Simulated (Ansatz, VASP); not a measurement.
Two plane-wave programs on Li4BeNbP3

```
Li Be Nb P
1.0
     5.43173    0.00000    0.00000
     0.00000    5.43173    0.00000
     0.00000    0.00000    5.43173
Li Be Nb P
4 1 1 3
Direct
  0.27267 0.27267 0.27267
  0.72733 0.72733 0.27267
  0.27267 0.72733 0.72733
  0.72733 0.27267 0.72733
  0.50000 0.50000 0.50000
  0.00000 0.00000 0.00000
  0.00000 0.50000 0.00000
  0.00000 0.00000 0.50000
  0.50000 0.00000 0.00000
```

Change from the starting cell: species swapped into the Cu3NiHgSe4 type (P-43m, No. 215).

Alike in both runs: task relaxation of cell and atoms; functional PBE; k mesh 8 × 8 × 8; occupations gaussian, width 0.1 eV; no spin polarisation.

|  | VASP | Ansatz |
| --- | --- | --- |
| version | VASP 6.6.1 | Ansatz 0.2.0 |
| potentials or method | VASP PAW PBE potentials, release 64 (Li_sv, Be, Nb_sv, P) | scalar-relativistic, plane waves, PAW |
| plane-wave cutoff (eV) | 600 | 420 |
| valence electrons in the cell | 42 | 42 |

```csv
,VASP,Ansatz,Ansatz less VASP
"gap on the k mesh at the Fermi level, each at its own relaxed structure (eV)",none,none,-
relaxed volume (Å³/atom),17.84,17.86,+0.023
relaxed cell length with the largest relative difference (Å),5.435,5.437,+0.0023
```

A gap of «none» marks a metal or a gap that the smearing closes.

Caveats: the cutoff is under 1.25 times the usual one of these potentials, so pressure, stress and relaxed cells hold a basis-set (Pulay) error (VASP).
